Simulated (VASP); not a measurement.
# SbC (Pm-3m) in VASP: further runs

One crystal, SbC, is run at these levels: PBE0(alpha); tasks: single point.

Everything below comes from runs of VASP 6.6.1. Logs are shortened: lines on timing, memory, paths and dates and some standing lists are left out, and cuts for length are marked.

**1. The crystal as given**

Symmetry: Pm-3m, No. 221, cubic system. Conventional cell: a = 3.115 Å, b = 3.115 Å, c = 3.115 Å, α = 90.00°, β = 90.00°, γ = 90.00°. Sb (site symmetry m-3m) has 8 C at 2.70 Å as nearest neighbours. Around C (site symmetry m-3m) lie 8 Sb at 2.70 Å.

The cell was built by a generator and needn't be a form met in nature.

**2. Single point, PBE0(alpha)**

POSCAR

```
SbC
1.0
    3.1146800000      0.0000000000      0.0000000000
    0.0000000000      3.1146800000      0.0000000000
    0.0000000000      0.0000000000      3.1146800000
Sb C
1 1
Direct
    0.5000000000      0.5000000000      0.5000000000
    0.0000000000      0.0000000000      0.0000000000
```

INCAR.step1

```
PREC     = Accurate       # precision mode
ENCUT    = 520            # plane-wave cutoff, eV
EDIFF    = 1E-5           # SCF threshold, eV
ISMEAR   = -1             # smearing method
SIGMA    = 0.05           # smearing width, eV
LREAL    = False          # projectors in reciprocal space
LASPH    = True           # aspherical terms in the spheres
NELM     = 100            # most SCF steps
ALGO     = Normal         # electronic algorithm
ISIF     = 2              # what is computed and relaxed
LWAVE    = True           # write WAVECAR
LCHARG   = False          # write CHGCAR
NBANDS   = 12             # bands
GGA      = PE             # functional
```

INCAR.step2

```
PREC     = Accurate       # precision mode
ENCUT    = 520            # plane-wave cutoff, eV
EDIFF    = 1E-7           # SCF threshold, eV
ISMEAR   = -1             # smearing method
SIGMA    = 0.05           # smearing width, eV
LREAL    = False          # projectors in reciprocal space
LASPH    = True           # aspherical terms in the spheres
NELM     = 100            # most SCF steps
ALGO     = Normal         # electronic algorithm
ISIF     = 2              # what is computed and relaxed
LWAVE    = False          # write WAVECAR
LCHARG   = False          # write CHGCAR
GGA      = PE             # functional
LHFCALC  = True           # exact exchange
AEXX     = 0.1            # exact-exchange fraction
PRECFOCK = Fast         
HFRCUT   = -1           
NBANDS   = 12             # bands
ISTART   = 1
```

KPOINTS

```
Automatic mesh
0
Gamma
  5 5 5
```

Potentials or basis: VASP PAW PBE potentials, release 64 (Sb, C).

Command:

```bash
$ cat potpaw_PBE.64/Sb/POTCAR potpaw_PBE.64/C/POTCAR > POTCAR
$ cp INCAR.step1 INCAR
$ mpirun -np 1 vasp_std > vasp.out
$ cp INCAR.step2 INCAR
$ mpirun -np 1 vasp_std > vasp.out
```

OUTCAR:

```text
PREC = Accurate
   ENCUT = 520
   EDIFF = 1E-7
   ISMEAR = -1
   LREAL = False
   LASPH = True
   NELM = 100
   ISIF = 2
   GGA = PE
   LHFCALC = True
   AEXX = 0.1
   PRECFOCK = Fast
   ISTART = 1

 ion  position               nearest neighbor table
   1  0.500  0.500  0.500-   2 2.70   2 2.70   2 2.70   2 2.70   2 2.70   2 2.70   2 2.70   2 2.70

   2  0.000  0.000  0.000-   1 2.70   1 2.70   1 2.70   1 2.70   1 2.70   1 2.70   1 2.70   1 2.70

  LATTYP: Found a simple cubic cell.
 ALAT       =     3.1146800000

  Lattice vectors:

 A1 = (   3.1146800000,   0.0000000000,   0.0000000000)
 A2 = (   0.0000000000,   3.1146800000,   0.0000000000)
 A3 = (   0.0000000000,   0.0000000000,   3.1146800000)

Analysis of symmetry for initial positions (statically):
=====================================================================
 Subroutine PRICEL returns:
 Original cell was already a primitive cell.

 Routine SETGRP: Setting up the symmetry group for a
 simple cubic supercell.

 Subroutine GETGRP returns: Found 48 space group operations
 (whereof 48 operations were pure point group operations)
 out of a pool of 48 trial point group operations.

The static configuration has the point symmetry O_h .

Analysis of symmetry for dynamics (positions and initial velocities):
=====================================================================
 Subroutine PRICEL returns:
 Original cell was already a primitive cell.

 Routine SETGRP: Setting up the symmetry group for a
 simple cubic supercell.

 Subroutine GETGRP returns: Found 48 space group operations
 (whereof 48 operations were pure point group operations)
 out of a pool of 48 trial point group operations.

The dynamic configuration has the point symmetry O_h .

 Subroutine INISYM returns: Found 48 space group operations
 (whereof 48 operations are pure point group operations),
 and found     1 'primitive' translations

----------------------------------------------------------------------------------------

                                     Primitive cell

  volume of cell :      30.2162

  direct lattice vectors                    reciprocal lattice vectors
     3.114680000  0.000000000  0.000000000     0.321060269  0.000000000  0.000000000
     0.000000000  3.114680000  0.000000000     0.000000000  0.321060269  0.000000000
     0.000000000  0.000000000  3.114680000     0.000000000  0.000000000  0.321060269

  length of vectors
[... 84 lines left out ...]
   IALGO  =     38    algorithm
   IMIX   =      1    mixing-type and parameters
     AMIX     =   0.40;   BMIX     =  1.00
     AMIX_MAG =   1.60;   BMIX_MAG =  1.00
  volume/ion in A,a.u.               =      15.11       101.95
  Fermi-wavevector in a.u.,A,eV,Ry     =   1.093307  2.066051 16.263326  1.195321
  Thomas-Fermi vector in A             =   2.229590
   LORBIT       =      0    0 simple, 1 ext, 2 COOP (PROOUT), +10 PAW based schemes
   GGA     = PE    functional components
   LHFCALC =     T    Hartree Fock is set to
   PRECFOCK=fast      Normal, Fast or Accurate (Low or Medium for compatibility)
   ENCUT4O =  -1.0   cutoff for four orbital integrals eV
   NKREDX  =     1    reduce k-point grid by
   NKREDY  =     1    reduce k-point grid by
   NKREDZ  =     1    reduce k-point grid by
   AEXX    =    0.1000 exact exchange contribution
   HFSCREEN=    0.0000 screening length (either q_TF or 0.3 A-1)
   HFSCREENC=   0.0000 screening length for correlation (either q_TF or 0.3 A-1)
   ENCUTFOCK=  -1.0 apply spherical cutoff to Coloumb kernel
   IVDW    =     0    specifies the selected vdW correction
   LEPSILON=     F    determine dielectric tensor
   LRPA    =     F    only Hartree local field effects (RPA)
 non-spin polarized calculation
  energy-cutoff  :      520.00
  volume of cell :       30.22
 maximum number of plane-waves:       822
 NGX is ok and might be reduce to    24
  NGX = 14; NGY = 14; NGZ = 14

 number of electron       8.9999999 magnetization

 Free energy of the ion-electron system (eV)
  ---------------------------------------------------
  ext. energy  EPLUGINS =         0.00000000
  ---------------------------------------------------
  free energy    TOTEN  =        -9.94498745 eV

  energy without entropy =       -9.93562428  energy(sigma->0) =       -9.94030587

 E-fermi :   9.1394     XC(G=0): -10.4348

 val. band max:        9.0658370909   @ k =   0.4000   0.2000   0.0000
 cond. band min:       9.7393392845   @ k =   0.4000   0.0000   0.0000
 fundamental gap:      0.6735021937
 Fermi energy:         9.1393741468

 k-point     1 :       0.0000    0.0000    0.0000
  band No.  band energies     occupation
      1      -6.4450      2.00000
      2       4.9944      2.00000
      3       7.6079      2.00000
      4       7.6079      2.00000
      5       7.6079      2.00000
      6      15.3881      0.00000
      7      15.3881      0.00000
      8      17.7436      0.00000
      9      17.7436      0.00000
     10      17.7436      0.00000
     11      26.2376      0.00000
     12      26.2376      0.00000
[... 121 lines left out ...]
 k-point    10 :       0.4000    0.4000    0.4000
  band No.  band energies     occupation
      1      -0.0353      2.00000
      2       2.2206      2.00000
      3       5.4917      2.00000
      4       5.4917      2.00000
      5       6.2583      2.00000
      6       8.7013      1.99969
      7       8.7013      1.99969
      8      11.1659      0.00000
      9      23.0010      0.00000
     10      23.6252      0.00000
     11      23.6252      0.00000
     12      28.8515      0.00000

------------------------ aborting loop because EDIFF is reached ----------------------------------------

  FORCE on cell =-STRESS in cart. coord.  units (eV):
  Direction    XX          YY          ZZ          XY          YZ          ZX
  --------------------------------------------------------------------------------------
  -------------------------------------------------------------------------------------
  Total       -0.1057153     -0.1057153     -0.1057153      0.0000000     -0.0000000     -0.0000000
  in kB       -5.6054211     -5.6054211     -5.6054211      0.0000000     -0.0000000     -0.0000000
  external PRESSURE =      -5.6054211 kB  Pullay stress =       0.0000000 kB

 VOLUME and BASIS-vectors are now :
 -----------------------------------------------------------------------------
  energy-cutoff  :      520.00
  volume of cell :       30.22
      direct lattice vectors                 reciprocal lattice vectors
     3.114680000  0.000000000  0.000000000     0.321060269  0.000000000  0.000000000
     0.000000000  3.114680000  0.000000000     0.000000000  0.321060269  0.000000000
     0.000000000  0.000000000  3.114680000     0.000000000  0.000000000  0.321060269

 POSITION                                       TOTAL-FORCE (eV/Angst)
 -----------------------------------------------------------------------------------
      1.55734      1.55734      1.55734         0.000000      0.000000      0.000000
      0.00000      0.00000      0.00000         0.000000      0.000000      0.000000
 -----------------------------------------------------------------------------------
    total drift:                               -0.000000      0.000000     -0.000000

  FREE ENERGIE OF THE ION-ELECTRON SYSTEM (eV)
  ---------------------------------------------------
  free  energy   TOTEN  =        -9.9449874531 eV

  energy  without entropy=       -9.9356242803  energy(sigma->0) =       -9.94030587
```

OUTCAR.step1:

```text
PREC = Accurate
   ENCUT = 520
   EDIFF = 1E-5
   ISMEAR = -1
   LREAL = False
[... 357 lines left out ...]
      1.55734      1.55734      1.55734         0.000000      0.000000      0.000000
      0.00000      0.00000      0.00000         0.000000      0.000000      0.000000
 -----------------------------------------------------------------------------------
    total drift:                               -0.000000      0.000000      0.000000

  FREE ENERGIE OF THE ION-ELECTRON SYSTEM (eV)
  ---------------------------------------------------
  free  energy   TOTEN  =        -8.8911629859 eV

  energy  without entropy=       -8.8815626582  energy(sigma->0) =       -8.88636282
```

Run time: 61 s. Hardware: 1 thread of Intel Xeon 6975P-C (Granite Rapids), shared host; peak memory 0.15 GiB.

What came out:

```
Free energy            : -9.9450 eV
Pressure               : -0.6 GPa
Band gap on the k mesh : none (metal or under the smearing width)
```

Caveat: the k mesh is coarse (spacing up to 0.40 Å⁻¹), so the values aren't converged, least of all with exact exchange; the PAW data sets were made with another functional, which shifts forces and pressure a little.

**3. Single point, PBE0(alpha)**

POSCAR is that of step 2.

INCAR.step1 is that of step 2.

Edit INCAR.step2 of step 2 so:

```diff
@@ -14,3 +14,3 @@
 LHFCALC  = True           # exact exchange
-AEXX     = 0.1            # exact-exchange fraction
+AEXX     = 0.15           # exact-exchange fraction
 PRECFOCK = Fast
```

KPOINTS is that of step 2.

Potentials or basis: VASP PAW PBE potentials, release 64 (Sb, C).

Command:

```bash
$ cat potpaw_PBE.64/Sb/POTCAR potpaw_PBE.64/C/POTCAR > POTCAR
$ cp INCAR.step1 INCAR
$ mpirun -np 1 vasp_std > vasp.out
$ cp INCAR.step2 INCAR
$ mpirun -np 1 vasp_std > vasp.out
```

Run time: 61 s. Hardware: 1 thread of Intel Xeon 6975P-C (Granite Rapids), shared host; peak memory 0.14 GiB.

The run converged. Its results:

* Free energy: -10.4923 eV
* Pressure: -1.7 GPa
* Band gap on the k mesh: none (metal or under the smearing width)

Levels at points of the mesh, in eV from the Fermi level:
| k point | band 2 | band 3 | band 4 | band 5 | band 6 | band 7 |
| --- | --- | --- | --- | --- | --- | --- |
| (0.00, 0.00, 0.00) | -4.31 | -1.63 | -1.63 | -1.63 | 6.45 | 6.45 |

Caveat: the k mesh is coarse (spacing up to 0.40 Å⁻¹), so the values aren't converged, least of all with exact exchange; the PAW data sets were made with another functional, which shifts forces and pressure a little. The run has no spin-orbit coupling, so splittings on Sb are missing.

**4. Single point, PBE0(alpha)**

POSCAR is that of step 3.

INCAR.step1 is that of step 3.

Edit INCAR.step2 of step 3 so:

```diff
@@ -14,3 +14,3 @@
 LHFCALC  = True           # exact exchange
-AEXX     = 0.15           # exact-exchange fraction
+AEXX     = 0.2            # exact-exchange fraction
 PRECFOCK = Fast
```

KPOINTS is that of step 3.

Command:

```bash
$ cat potpaw_PBE.64/Sb/POTCAR potpaw_PBE.64/C/POTCAR > POTCAR
$ cp INCAR.step1 INCAR
$ mpirun -np 1 vasp_std > vasp.out
$ cp INCAR.step2 INCAR
$ mpirun -np 1 vasp_std > vasp.out
```

Run time: 66 s. Hardware: 1 thread of Intel Xeon 6975P-C (Granite Rapids), shared host; peak memory 0.14 GiB.

Results (log left out):

```
Free energy            : -11.0556 eV
Pressure               : -2.9 GPa
Band gap on the k mesh : none (metal or under the smearing width)
```

Levels at points of the mesh, in eV from the Fermi level:
```
           k point  band 1  band 2  band 3  band 4  band 5  band 6  band 7  band 8  band 9
(0.00, 0.00, 0.00)  -16.37   -4.47   -1.72   -1.72   -1.72    6.65    6.65    9.27    9.27
```

Caveat: the k mesh is coarse (spacing up to 0.40 Å⁻¹), so the values aren't converged, least of all with exact exchange; the PAW data sets were made with another functional, which shifts forces and pressure a little.

**5. Single point, PBE0(alpha)**

POSCAR is that of step 4.

INCAR.step1 is that of step 4.

Edit INCAR.step2 of step 4 so:

```diff
@@ -14,3 +14,3 @@
 LHFCALC  = True           # exact exchange
-AEXX     = 0.2            # exact-exchange fraction
+AEXX     = 0.25           # exact-exchange fraction
 PRECFOCK = Fast
```

KPOINTS is that of step 4.

Command:

```bash
$ cat potpaw_PBE.64/Sb/POTCAR potpaw_PBE.64/C/POTCAR > POTCAR
$ cp INCAR.step1 INCAR
$ mpirun -np 1 vasp_std > vasp.out
$ cp INCAR.step2 INCAR
$ mpirun -np 1 vasp_std > vasp.out
```

It took 64 s on 1 thread of Intel Xeon 6975P-C (Granite Rapids), shared host; peak memory 0.14 GiB.

It converged, with:

```yaml
Free_energy: -11.6373 eV
Pressure: -4.1 GPa
Band_gap_on_the_k_mesh: none (metal or under the smearing width)
```

Levels at points of the mesh, in eV from the Fermi level:
```
           k point  band 1  band 2  band 3  band 4  band 5  band 6  band 7  band 8  band 9
(0.00, 0.00, 0.00)  -16.77   -4.63   -1.82   -1.82   -1.82    6.85    6.85    9.61    9.61
```

Caveat: the k mesh is coarse (spacing up to 0.40 Å⁻¹), so the values aren't converged, least of all with exact exchange; the PAW data sets were made with another functional, which shifts forces and pressure a little.

**6. Single point, PBE0(alpha)**

POSCAR is that of step 5.

INCAR.step1 is that of step 5.

Edit INCAR.step2 of step 5 so:

```diff
@@ -14,3 +14,3 @@
 LHFCALC  = True           # exact exchange
-AEXX     = 0.25           # exact-exchange fraction
+AEXX     = 0.3            # exact-exchange fraction
 PRECFOCK = Fast
```

KPOINTS is that of step 5.

Potentials or basis: VASP PAW PBE potentials, release 64 (Sb, C).

Command:

```bash
$ cat potpaw_PBE.64/Sb/POTCAR potpaw_PBE.64/C/POTCAR > POTCAR
$ cp INCAR.step1 INCAR
$ mpirun -np 1 vasp_std > vasp.out
$ cp INCAR.step2 INCAR
$ mpirun -np 1 vasp_std > vasp.out
```

Wall time 63 s (1 thread of Intel Xeon 6975P-C (Granite Rapids), shared host); peak memory 0.14 GiB.

Results (log left out):

```
Free energy            : -12.2403 eV
Pressure               : -5.3 GPa
Band gap on the k mesh : none (metal or under the smearing width)
```

Levels at points of the mesh, in eV from the Fermi level:
| k point | band 1 | band 2 | band 3 | band 4 | band 5 | band 6 | band 7 | band 8 | band 9 |
| --- | --- | --- | --- | --- | --- | --- | --- | --- | --- |
| (0.00, 0.00, 0.00) | -17.15 | -4.78 | -1.91 | -1.91 | -1.91 | 7.05 | 7.05 | 9.94 | 9.94 |

Caveat: the k mesh is coarse (spacing up to 0.40 Å⁻¹), so the values aren't converged, least of all with exact exchange; the PAW data sets were made with another functional, which shifts forces and pressure a little. Spin-orbit coupling is left out, which matters for the levels of Sb.

**7. Overview**

| share of exact exchange | gap on the mesh (eV) | pressure (GPa) |
| --- | --- | --- |
| 0.1 | none | -0.6 |
| 0.15 | none | -1.7 |
| 0.2 | none | -2.9 |
| 0.25 | none | -4.1 |
| 0.3 | none | -5.3 |

Alike in all rows: task single point; level PBE0(alpha); potentials or basis VASP PAW PBE potentials, release 64 (Sb, C); no spin polarisation; cell as given; k mesh 5 × 5 × 5; cutoff (eV) 520; smearing fermi-dirac 0.05 eV; the mesh is coarse, so values aren't converged.

Caveats: all runs use coarse meshes; the PAW data sets were made with another functional, which shifts forces and pressure a little.

Absolute energies hang on the potentials; compare differences alone.
